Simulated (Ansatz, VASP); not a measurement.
## One calculation of CoGe3, two programs

```
Ge Co
1.0
     0.00000    3.11260    3.11260
     3.11260    0.00000    3.11260
     3.11260    3.11260    0.00000
Ge Co
3 1
Direct
  0.25000 0.25000 0.25000
  0.75000 0.75000 0.75000
  0.50000 0.50000 0.50000
  0.00000 0.00000 0.00000
```

Alike in both runs: task single point; functional r2SCAN; k mesh 12 × 12 × 12; occupations gaussian, width 0.1 eV; no spin polarisation.

|  | VASP | Ansatz |
| --- | --- | --- |
| version | VASP 6.6.1 | Ansatz 0.2.0 |
| potentials or method | VASP PAW PBE potentials, release 64 (Ge_d, Co) | scalar-relativistic, plane waves, PAW |
| plane-wave cutoff (eV) | 520 | 500 |
| valence electrons in the cell | 51 | 59 |

```csv
,VASP,Ansatz,Ansatz less VASP
gap on the k mesh at the Fermi level (eV),none,none,-
pressure (GPa),1.3,1.5,+0.23
```

A gap of «none» marks a metal or a gap that the smearing closes. The two sets of potentials don't hold the same shells in valence.

Caveats: the PAW data sets were made with another functional, which shifts forces and pressure a little (VASP). Spin polarisation is off, so any magnetic state and its effect on volume and gap are missing.
